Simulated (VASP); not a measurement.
# A VASP study of SnGe2 (PBEsol): structure first, properties next

Wanted: the relaxed cell of SnGe2 and its properties. The steps: rough relaxation of the start cell, relaxing cell and atoms (PBEsol), second relaxation, single point with fields (PBEsol), bands along the symmetry lines (PBEsol), total and projected DOS (PBEsol), band structure (PBEsol + SOC), band structure (TB-mBJ) and elastic constants (PBEsol). The cell is invented: it takes the structure of a Materials Project entry for CaGe2 (space group 166 there), with some of its atoms replaced by other elements, volume scaled by an estimate. It may not be a known or stable phase. The atoms of the start are displaced at random from the sites of a R-3m cell.

Program: VASP 6.6.1. Level of theory: PBEsol; plane waves and PAW (Sn_d, Ge_d), in the first sound run; inputs show where later runs differ. Results are calculated unless marked as measured.

Most raw output is cut from this account.

### Step 1. The structure

Before any relaxation, the start is as follows. It takes space group Cm (No. 8, monoclinic). That holds within 0.01 Å; VASP, at its tighter tolerance, finds 1 operation. The conventional cell has a = 7.001 Å, b = 4.042 Å, c = 5.824 Å, α = 90.00°, β = 113.62°, γ = 90.00°. Nearest to Sn lie 8 Ge at 3.13 to 3.25 Å. Nearest to Ge lie 3 Ge at 2.58 to 2.60 Å and 4 Sn at 3.15 to 3.21 Å. Nearest to Ge lie 3 Ge at 2.58 to 2.60 Å and 4 Sn at 3.13 to 3.25 Å. It derives from CaGe2. it takes the structure of a Materials Project entry for CaGe2 (space group 166 there), with some of its atoms replaced by other elements, volume scaled by an estimate. Farther neighbours are not listed. That group holds within 0.01 Å; judged at 0.001 Å it is P1 (No. 1).

Coordinates:

```
Sn Ge
1.0
     2.02108    1.16687    5.33578
    -2.02108    1.16687    5.33578
     0.00000   -2.33375    5.33578
Sn Ge
1 2
Direct
  0.99860 0.00057 0.99716
  0.79806 0.79782 0.79889
  0.20203 0.20361 0.19968
```

### Step 2. Rough relaxation of the start cell

The start is only an estimate, so a cheap relaxation brings it near a minimum before any careful run. PBEsol restores the gradient expansion of exchange and is tuned for the cells of solids.

The input, INCAR:

```
SYSTEM = SnGe2
PREC = Normal
ENCUT = 410
EDIFF = 1E-05
NELM = 60
ISMEAR = 0
SIGMA = 0.05
LREAL = .FALSE.
ALGO = Fast
GGA = PS
NBANDS = 27
LORBIT = 11
LWAVE = .FALSE.
LCHARG = .FALSE.
IBRION = 2
NSW = 40
ISIF = 3
EDIFFG = -0.04
```

The input, POSCAR:

```
SnGe2
1.0
    2.0210840000      1.1668740000      5.3357840000
   -2.0210840000      1.1668740000      5.3357840000
    0.0000000000     -2.3337470000      5.3357840000
Sn Ge
1 2
Direct
   -0.0014010000      0.0005660000     -0.0028420000
    0.7980630000      0.7978230000      0.7988940000
    0.2020330000      0.2036130000      0.1996780000
```

The input, KPOINTS:

```
Automatic mesh
0
Gamma
5 5 5
0 0 0
```

The projector-augmented-wave data sets are Sn_d and Ge_d (PBE family, release 64).

On the command line:

```
> mpirun -np 1 vasp_std
```

Wall time 6 min (1 MPI rank of AMD EPYC 9R14 (Zen 4), shared host); peak memory 0.2 GiB.

The k-mesh is coarse for a metal. This relaxation is a rough one on cheap settings, only to bring the start near its minimum. The PAW data sets were made with PBE, which is usual practice but a small mismatch for other functionals. After so large a change of volume the plane waves of the start cell no longer fit, so the final stress carries a basis-set error.

Step by step:

```
step  energy less that of the first step (eV)  largest force (eV/Å)  pressure (GPa)  volume (Å³)
   1                                   0.0000                0.1159           -2.99        75.50
   2                                  -0.0448                0.4215            0.37        70.48
   3                                  -0.0450                0.4067           -0.06        70.83
   4                                  -0.0450                0.3993            0.10        70.68
   5                                  -0.0567                0.2752            0.10        70.16
   6                                  -0.0651                0.1640            0.00        69.48
   7                                  -0.0679                0.0767            0.12        68.12
   8                                  -0.0697                0.0452            0.03        68.54
   9                                  -0.0699                0.0613            0.26        68.82
  10                                  -0.0700                0.0338            0.13        68.71
  11                                  -0.0700                0.0544            0.06        68.76
  12                                  -0.0702                0.0141            0.04        68.94
```

```
     cell as run  before  after  change
           a (Å)   5.824  5.680  -2.5 %
           b (Å)   5.824  5.679  -2.5 %
           c (Å)   5.824  5.682  -2.4 %
           α (°)   40.61  40.24  -0.9 %
           β (°)   40.61  40.23  -0.9 %
           γ (°)   40.61  40.25  -0.9 %
volume (Å³/atom)   25.17  22.98  -8.7 %
```

The atoms that moved most (Å, as changes of fractional coordinates times the final cell):

```csv
atom,dx,dy,dz,length
Ge2,-0.002,0.004,-0.079,0.079
Ge3,0.001,-0.003,0.067,0.068
Sn1,0.001,-0.001,0.012,0.012
```

Final coordinates:

```
Sn Ge
1.0
     1.95489    1.12573    5.21243
    -1.95351    1.12585    5.21187
     0.00080   -2.25804    5.21359
Sn Ge
1 2
Direct
  0.99942 0.00098 0.99817
  0.79315 0.79387 0.79259
  0.20613 0.20716 0.20498
```

Numbers from this step:

| Item | Value |
| --- | --- |
| electrons | 42 |
| bands | 27 |
| irreducible k points | 63 |
| symmetry operations | 1 |
| free energy (TOTEN) | -13.57 eV |
| energy at zero smearing | -13.57 eV |
| Fermi energy | 6.539 eV |
| pressure | 0.04187 GPa |
| metallic | yes |
| SCF cycles over all ionic steps | 90 |

It ends with a largest force of 0.014 eV/Å and a pressure of 0.04 GPa.

### Step 3. Relaxing cell and atoms (PBEsol)

Properties are meant for the cell that this level of theory prefers, so cell and atoms are relaxed first (ISIF = 3) until forces and stress are small; EDIFFG sets the threshold.

The input, INCAR:

```
SYSTEM = SnGe2
PREC = Accurate
ENCUT = 410
EDIFF = 1E-06
NELM = 100
ISMEAR = 0
SIGMA = 0.05
LREAL = .FALSE.
ALGO = Normal
GGA = PS
NBANDS = 27
LORBIT = 11
LWAVE = .FALSE.
LCHARG = .FALSE.
IBRION = 2
NSW = 60
ISIF = 3
EDIFFG = -0.01
```

The input, POSCAR:

```
SnGe2
1.0
    1.9540245700      1.1281566100      5.2126320000
   -1.9540245700      1.1281566100      5.2126320000
    0.0000000000     -2.2563132200      5.2126320000
Sn Ge
1 2
Direct
    0.5000000000      0.5000000000      0.5000000000
    0.2936809320      0.2936809320      0.2936809320
    0.7063190680      0.7063190680      0.7063190680
```

The input, KPOINTS:

```
Automatic mesh
0
Gamma
8 8 8
0 0 0
```

The cell reached was symmetrised within 0.01 Å before this step, which raises the operations from 1 to 12, which the run then keeps.

On the command line:

```
> mpirun -np 1 vasp_std
```

Elapsed: 6.2 min, on 1 MPI rank; peak memory 0.26 GiB.

The run keeps the 12 symmetry operations of its start, so it cannot find a distortion of lower symmetry.

Relaxation path:

```
step  energy less that of the first step (eV)  largest force (eV/Å)  pressure (GPa)  volume (Å³)
   1                                   0.0000                0.0946           -0.35        68.95
   2                                  -0.0166                0.0144           -0.25        68.44
   3                                  -0.0207                0.0199           -0.03        67.75
   4                                  -0.0217                0.0065           -0.16        67.98
   5                                  -0.0217                0.0083           -0.15        67.96
   6                                  -0.0218                0.0092            0.02        67.71
```

```
conventional cell, symmetrised  before   after  change
                         a (Å)   3.908   3.829  -2.0 %
                         b (Å)   3.908   3.829  -2.0 %
                         c (Å)  15.638  15.999  +2.3 %
              volume (Å³/atom)   22.98   22.57  -1.8 %
```

Final coordinates:

```cif
data_structure
_symmetry_space_group_name_H-M 'P 1'
_symmetry_Int_Tables_number 1
_cell_length_a 5.7729
_cell_length_b 5.7729
_cell_length_c 5.7729
_cell_angle_alpha 38.736
_cell_angle_beta 38.736
_cell_angle_gamma 38.736
_cell_volume 67.71
loop_
_atom_site_label
_atom_site_type_symbol
_atom_site_fract_x
_atom_site_fract_y
_atom_site_fract_z
_atom_site_occupancy
Sn1 Sn 0.50000 0.50000 0.50000 1
Ge2 Ge 0.29315 0.29315 0.29315 1
Ge3 Ge 0.70685 0.70685 0.70685 1
```

Numbers from this step:

```
irreducible k points            : 65
symmetry operations             : 12
free energy (TOTEN)             : -13.69 eV
energy at zero smearing         : -13.69 eV
Fermi energy                    : 6.655 eV
pressure                        : 0.01523 GPa
SCF cycles over all ionic steps : 46
```

It ends with a largest force of 0.009 eV/Å and a pressure of 0.02 GPa.

### Step 4. Second relaxation

The basis stayed that of the start cell while the cell moved. A rerun from the cell reached resets it; the error of the finite cutoff stays.

INCAR is that of step 3.

The input, POSCAR:

```
SnGe2
1.0
    1.9144979017      1.1053358775      5.3328817861
   -1.9144979017      1.1053358775      5.3328817861
    0.0000000000     -2.2106717550      5.3328817861
Sn Ge
1 2
Direct
    0.5000000000      0.5000000000      0.5000000000
    0.2931522625      0.2931522625      0.2931522625
    0.7068477375      0.7068477375      0.7068477375
```

KPOINTS is that of step 3.

On the command line:

```
> mpirun -np 1 vasp_std
```

Wall time 2.5 min (1 MPI rank); peak memory 0.25 GiB.

Little changed from the start: no atom moved by 0.005 Å and no cell edge by 0.1 %.

This step gave:

```
Fermi energy                    : 6.627 eV
pressure                        : -0.02396 GPa
SCF cycles over all ionic steps : 19
```

It ends with a largest force of 0.004 eV/Å and a pressure of -0.02 GPa.

### Step 5. Single point with fields (PBEsol)

A single point on the relaxed cell gives a clean self-consistent state, with density, ELF and potential written out.

INCAR, as its differences from that of step 4:

```diff
@@ -13,6 +13,5 @@
 LWAVE = .FALSE.
-LCHARG = .FALSE.
-IBRION = 2
-NSW = 60
-ISIF = 3
-EDIFFG = -0.01
+LCHARG = .TRUE.
+ISIF = 2
+LELF = .TRUE.
+LVHAR = .TRUE.
```

The input, POSCAR:

```
SnGe2
1.0
    1.9160258615      1.1062180455      5.3377825448
   -1.9160258615      1.1062180455      5.3377825448
    0.0000000000     -2.2124360910      5.3377825448
Sn Ge
1 2
Direct
    0.5000000000      0.5000000000      0.5000000000
    0.2931286435      0.2931286435      0.2931286435
    0.7068713565      0.7068713565      0.7068713565
```

KPOINTS is that of step 4.

On the command line:

```
> mpirun -np 1 vasp_std
```

Wall time 1.8 min (1 MPI rank); peak memory 0.24 GiB.

Numbers from this step:

```
electronic steps : 13
pressure         : -0.04438 GPa
```

Valence electrons inside each PAW sphere by angular momentum. Sphere charges, by row:

```
atom  s (e)  p (e)  d (e)  tot (e)
 Sn1  1.294  0.864   9.99    12.15
 Ge2  1.193  1.098  10.02    12.31
 Ge3  1.193  1.098  10.02    12.31
```

ELF in the ac plane of the conventional cell at fractional y = 0.499, with atoms of Sn and Ge within 0.2 Å of it. It is the smooth field of the valence electrons, not physical close to the nuclei.

Values, 8 rows by 16 columns, each cell a mean:
```
0.54 0.38 0.34 0.35 0.33 0.23 0.10 0.04 0.07 0.24 0.42 0.41 0.26 0.23 0.42 0.56
0.29 0.22 0.21 0.21 0.16 0.09 0.05 0.04 0.14 0.38 0.48 0.39 0.31 0.38 0.50 0.45
0.35 0.35 0.36 0.31 0.20 0.09 0.05 0.08 0.19 0.37 0.48 0.49 0.49 0.48 0.43 0.38
0.21 0.21 0.42 0.34 0.20 0.11 0.11 0.14 0.17 0.21 0.24 0.25 0.31 0.37 0.39 0.22
0.25 0.37 0.39 0.36 0.33 0.32 0.28 0.21 0.14 0.10 0.09 0.14 0.30 0.40 0.33 0.21
0.36 0.42 0.49 0.50 0.49 0.50 0.45 0.28 0.10 0.05 0.06 0.13 0.25 0.31 0.34 0.34
0.44 0.51 0.38 0.29 0.28 0.45 0.43 0.22 0.05 0.04 0.08 0.15 0.20 0.22 0.22 0.27
0.61 0.50 0.28 0.28 0.38 0.43 0.29 0.10 0.04 0.08 0.23 0.35 0.39 0.36 0.39 0.51
```
Columns run along a (6.6 Å), rows up along c (5.8 Å), edges of the conventional cell, whose origin can differ from the input's. Atoms in or near the plane, at fractional coordinates: Sn at (0.00, 0.50), Ge at (0.21, 0.12), Ge at (0.79, 0.88).

Valence density in the ac plane of the conventional cell at fractional y = 0.499, with atoms of Sn and Ge within 0.2 Å of it. It is the smooth field of the valence electrons, not physical close to the nuclei.

Ten steps, logarithmic in the rise over the least value, from '_' (0 e/Å³) to '@' (17 e/Å³), each cell a mean:
```
::::----::..__________..::**%%%%++::
..........____________..++%%@@@@++::
........______________::++%%@@##--..
........____________..::==**++--....
::--::..______________..::::::....::
****==::______________..........::==
%%##++::____________________..::++##
@@##==..____________________..--**%%
##++::..____________________..--**##
==::............____________..::==++
......::----::..____________....::::
....--**##**--..______________......
..--**@@@@##--..____________........
::==##@@@@**::..__________..........
::--**##**--..__________..::==++--::
```
Columns run along a (6.6 Å), rows up along c (5.8 Å), edges of the conventional cell, whose origin can differ from the input's. Atoms in or near the plane, at fractional coordinates: Sn at (0.00, 0.50), Ge at (0.21, 0.12), Ge at (0.79, 0.88).

Electrostatic potential energy in the ac plane of the conventional cell at fractional y = 0.499, with atoms of Sn and Ge within 0.2 Å of it. With pseudopotentials it is smooth inside the atoms' cores, unlike the true potential.

Ten even steps from '0' (-72 eV) to '9' (3 eV), each cell a mean:
```
987789999999842258
999999999998521258
999999999998522479
999999999998655799
778999999999888998
115899999999999984
003899999999999840
005899999999999610
038999999999999610
589999999999999753
999877899999999988
997434799999999999
984213799999999999
963124899999999899
974347999999986568
```
Columns run along a (6.6 Å; values clipped at the 3rd and 97th percentile), rows up along c (5.8 Å), edges of the conventional cell, whose origin can differ from the input's. Atoms in or near the plane, at fractional coordinates: Sn at (0.00, 0.50), Ge at (0.21, 0.12), Ge at (0.79, 0.88).

In this run the pressure is -0.04 GPa, small enough to go on.

### Step 6. Bands along the symmetry lines (PBEsol)

Levels along the symmetry lines show where the bands peak and cross; KPOINTS_OPT computes them in the converged potential.

The input, INCAR:

```
SYSTEM = SnGe2
PREC = Accurate
ENCUT = 410
EDIFF = 1E-06
NELM = 100
ISMEAR = 0
SIGMA = 0.05
LREAL = .FALSE.
ALGO = Normal
GGA = PS
NBANDS = 34
LORBIT = 11
LWAVE = .FALSE.
LCHARG = .FALSE.
```

POSCAR is that of step 5.

KPOINTS is that of step 5.

The input, KPOINTS_OPT:

```
Line mode
16
Line-mode
Reciprocal
  0.00000000   0.00000000   0.00000000 GAMMA
  0.50000000   0.00000000   0.00000000 L

  0.50000000   0.00000000   0.00000000 L
  0.50000000   0.19529977  -0.19529977 B1

  0.80470023   0.50000000   0.19529977 B
  0.50000000   0.50000000   0.50000000 Z

  0.50000000   0.50000000   0.50000000 Z
  0.00000000   0.00000000   0.00000000 GAMMA

  0.00000000   0.00000000   0.00000000 GAMMA
  0.34764989   0.00000000  -0.34764989 X

  0.65235011   0.34764989   0.00000000 Q
  0.50000000   0.50000000   0.00000000 F

  0.50000000   0.50000000   0.00000000 F
  0.65235011   0.65235011   0.19529977 P1

  0.65235011   0.65235011   0.19529977 P1
  0.50000000   0.50000000   0.50000000 Z

  0.50000000   0.00000000   0.00000000 L
  0.80470023   0.34764989   0.34764989 P
```

On the command line:

```
> mpirun -np 1 vasp_std
```

The job ended after 4.8 min (1 MPI rank; peak memory 0.29 GiB).

Spin-orbit coupling is off here; with elements this heavy it splits and shifts levels by tenths of an eV or more.

Numbers from this step:

```yaml
electronic_steps: 12
bands: 34
pressure: -0.05347 GPa
```

The electronic bands at the labelled points (eV, zero at the Fermi level; # counts the bands kept):

| point | #3 | #4 | #5 | #6 | #7 | #8 | #9 | #10 |
| --- | --- | --- | --- | --- | --- | --- | --- | --- |
| Γ | -6.64 | 0.24 | 0.24 | 0.90 | 2.73 | 2.73 | 3.31 | 3.87 |
| 0.47 of the way | -5.67 | -3.65 | -0.96 | -0.76 | 1.50 | 1.69 | 3.86 | 4.89 |
| L | -5.70 | -4.41 | -1.49 | -1.14 | -1.05 | 0.51 | 1.88 | 3.53 |
| 0.47 of the way | -5.73 | -4.14 | -3.41 | -1.97 | -0.17 | 0.11 | 4.03 | 5.95 |
| B1 | -6.77 | -4.52 | -2.73 | -2.48 | 0.85 | 0.90 | 3.80 | 4.65 |
| jump to B | -6.77 | -4.52 | -2.73 | -2.48 | 0.85 | 0.90 | 3.80 | 4.65 |
| 0.47 of the way | -5.37 | -2.45 | -0.19 | 0.15 | 0.92 | 1.02 | 3.65 | 4.33 |
| Z | -1.57 | -0.60 | -0.15 | -0.15 | 3.21 | 3.23 | 3.23 | 4.43 |
| 0.47 of the way | -3.84 | 0.01 | 0.01 | 0.55 | 3.14 | 3.14 | 3.37 | 3.98 |
| Γ | -6.64 | 0.24 | 0.24 | 0.90 | 2.73 | 2.73 | 3.31 | 3.87 |
| 0.47 of the way | -6.14 | -4.01 | -2.29 | -1.52 | 0.55 | 3.74 | 3.76 | 5.32 |
| X | -6.49 | -4.35 | -3.80 | -1.52 | -0.54 | 2.40 | 2.50 | 6.27 |
| jump to Q | -6.49 | -4.35 | -3.80 | -1.52 | -0.54 | 2.40 | 2.50 | 6.27 |
| 0.47 of the way | -7.03 | -4.25 | -3.61 | -0.19 | 0.74 | 2.07 | 2.33 | 3.67 |
| F | -7.21 | -4.48 | -2.20 | -0.54 | 0.97 | 1.91 | 3.31 | 4.03 |
| 0.47 of the way | -7.33 | -4.24 | -2.17 | -0.74 | 0.98 | 2.09 | 2.93 | 3.77 |
| P1 | -7.52 | -3.55 | -2.05 | -1.27 | 1.03 | 2.11 | 2.24 | 3.62 |
| 0.53 of the way | -4.40 | -1.13 | -0.35 | 0.26 | 0.85 | 2.56 | 3.09 | 3.38 |
| Z | -1.57 | -0.60 | -0.15 | -0.15 | 3.21 | 3.23 | 3.23 | 4.43 |
| jump to L | -5.70 | -4.41 | -1.49 | -1.14 | -1.05 | 0.51 | 1.88 | 3.53 |
| 0.47 of the way | -6.57 | -3.26 | -2.37 | -1.71 | 0.27 | 0.99 | 1.73 | 4.08 |
| P | -7.52 | -3.55 | -2.05 | -1.27 | 1.03 | 2.11 | 2.24 | 3.62 |

Of the projections kept (Sn, Ge), the largest for each band there; the rest of the weight can lie on other orbitals:

```csv
point,#3,#4,#5,#6,#7,#8,#9,#10
Γ,Ge 0.80,Ge 0.97,Ge 0.97,Ge 0.79,Sn 0.68,Sn 0.68,Ge 0.67,Ge 0.77
L,Sn 0.73,Ge 0.65,Ge 0.97,Ge 0.56,Ge 0.88,Sn 0.72,Ge 0.57,Sn 0.53
B1,Sn 0.74,Ge 0.76,Ge 0.74,Sn 0.60,Ge 0.75,Sn 0.63,Ge 0.54,Ge 0.73
B,Sn 0.74,Ge 0.76,Ge 0.74,Sn 0.60,Ge 0.75,Sn 0.63,Ge 0.54,Ge 0.73
Z,Ge 0.72,Ge 0.65,Ge 0.86,Ge 0.86,Ge 0.79,Ge 0.92,Ge 0.92,Sn 0.81
Γ,Ge 0.80,Ge 0.97,Ge 0.97,Ge 0.79,Sn 0.68,Sn 0.68,Ge 0.67,Ge 0.77
```

There is no gap at this level.

[end of part 1 of 2]

[Lines on the potential files, build, host, timing and source positions are cut from VASP's logs without a mark.]

[Logs are printed without paths, hosts, clocks, repeated set-up lines and the standing remarks that a program may print on its own settings, such as how far it seeks lower states.]

[Hosts, paths, dates, database ids (printed as entryN), source tags and the programs' standing remarks are cut or masked in the printed files.]

[A measured line is paired with the nearest computed mode of its activity, which favours agreement.]
